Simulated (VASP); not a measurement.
Given:

```
GaIn3P4
1.0
   -0.00182     5.76613     5.77457
    5.76613    -0.00182     5.77457
    2.88216     2.88216     0.00000
In P Ga
3 4 1
Direct
  0.99925   0.99925   0.00151
  0.99907   0.50111   0.99982
  0.50111   0.99907   0.99982
  0.12502   0.12502   0.24996
  0.14130   0.61962   0.23908
  0.61962   0.14130   0.23908
  0.61485   0.61485   0.27029
  0.49979   0.49979   0.00043
```

Calculation: PBEsol GGA, VASP's PBE PAW potentials (set 64) (plane waves; VASP 6.6.1). Numerical set-up: 400 eV cut-off, Gaussian smearing of 0.050 eV, potentials In_d P Ga_d.

Unless said otherwise, spin-orbit coupling is left out, though it shifts the bands of the heavy elements here.

**Question.** Give the energies of bands 29 to 42 at the high-symmetry points, in eV from the valence-band maximum.

**Answer.** 
| band | Γ | Y | C0 | Z | A0 | T | S | R |
|---|---|---|---|---|---|---|---|---|
| 29 | -2.50 | -3.13 | -3.54 | -3.25 | -2.64 | -2.59 | -2.90 | -3.13 |
| 30 | -1.22 | -2.94 | -2.25 | -3.21 | -2.58 | -2.51 | -2.88 | -2.94 |
| 31 | -1.13 | -1.86 | -1.90 | -3.19 | -2.58 | -2.48 | -2.09 | -2.88 |
| 32 | -1.07 | -1.69 | -1.68 | -3.13 | -2.38 | -2.38 | -1.72 | -2.79 |
| 33 | -0.89 | -1.37 | -1.52 | -2.99 | -1.96 | -1.22 | -0.81 | -2.10 |
| 34 | -0.07 | -1.36 | -1.42 | -2.93 | -1.67 | -1.04 | -0.70 | -1.88 |
| 35 | -0.05 | -1.11 | -1.30 | -1.28 | -1.22 | -1.03 | -0.49 | -1.74 |
| 36 | 0.00 | -0.97 | -0.58 | -0.97 | -1.20 | -0.91 | -0.48 | -1.72 |
| 37 | 0.55 | 1.95 | 1.99 | 2.62 | 1.76 | 1.19 | 1.30 | 2.12 |
| 38 | 1.34 | 2.19 | 2.74 | 3.17 | 1.78 | 1.32 | 2.01 | 2.14 |
| 39 | 1.49 | 2.77 | 2.81 | 4.14 | 1.99 | 1.57 | 2.24 | 2.59 |
| 40 | 1.61 | 3.14 | 3.01 | 4.24 | 2.23 | 1.68 | 2.61 | 2.63 |
| 41 | 2.03 | 3.18 | 3.24 | 4.29 | 2.27 | 1.91 | 4.23 | 4.17 |
| 42 | 3.89 | 3.27 | 3.51 | 4.36 | 2.54 | 2.12 | 4.38 | 4.28 |

The gap is direct, 0.54 eV, from the valence maximum at Γ to the conduction minimum at Γ.

The structure was generated: GaIn3P4 was put into an ordered model structure (Amm2), which need not be its known phase. It was relaxed first.
